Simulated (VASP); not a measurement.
PPt:

```
Pt P
1.0
     3.74303    0.00000    0.00000
    -1.87151    3.24156    0.00000
     0.00000    0.00000    6.35374
Pt P
2 2
Direct
  0.33333 0.66667 0.37190
  0.66667 0.33333 0.87190
  0.33333 0.66667 0.00310
  0.66667 0.33333 0.50310
```

The cell comes from a database or a generator and needn't be the stable form of this composition.

```yaml
Program: VASP 6.6.1
Task: relaxation of cell and atoms
Functional: LAK
Potentials_or_basis: VASP PAW PBE potentials, release 64 (Pt, P)
Cutoff: 600 eV
k_mesh: 8 × 8 × 4
Occupations: gaussian, width 0.05 eV
Spin: no spin polarisation
```

At the start: pressure 1.4 GPa; volume 19.27 Å³/atom.

Where does the relaxation end?

Over 14 steps the energy falls by 2.2 meV/atom and the volume is 19.40 Å³/atom (+0.7 %); space group P6_3mc (No. 186, to 0.05 Å).

Step by step:
```tsv
step	energy change (eV)	largest force (eV/Å)	pressure (GPa)	volume (Å³)
1	0.0000	0.1240	1.36	77.09
2	0.0019	0.0208	-1.83	78.93
3	-0.0041	0.0569	-0.12	77.91
4	-0.0048	0.0213	-0.05	77.85
5	-0.0053	0.0318	0.05	77.75
6	-0.0059	0.0251	0.03	77.76
7	-0.0072	0.0050	-0.04	77.76
8	-0.0083	0.0512	-0.24	77.74
9	-0.0084	0.0136	-0.14	77.75
10	-0.0088	0.0310	-0.20	77.75
11	-0.0085	0.0228	0.32	77.39
12	-0.0089	0.0274	-0.01	77.62
13	-0.0090	0.0135	0.00	77.59
14	-0.0090	0.0008	0.00	77.60
```

Final structure:
```xyz
4
Lattice="3.7061 0.0000 0.0000 -1.8531 3.2096 0.0000 0.0000 0.0000 6.5238" Properties=species:S:1:pos:R:3 pbc="T T T"
Pt    0.0000    2.1397    2.4075
Pt    1.8531    1.0699    5.6695
P     0.0000    2.1397    0.0389
P     1.8531    1.0699    3.3008
```

Caveat: the PAW data sets were made with another functional, which shifts forces and pressure a little.
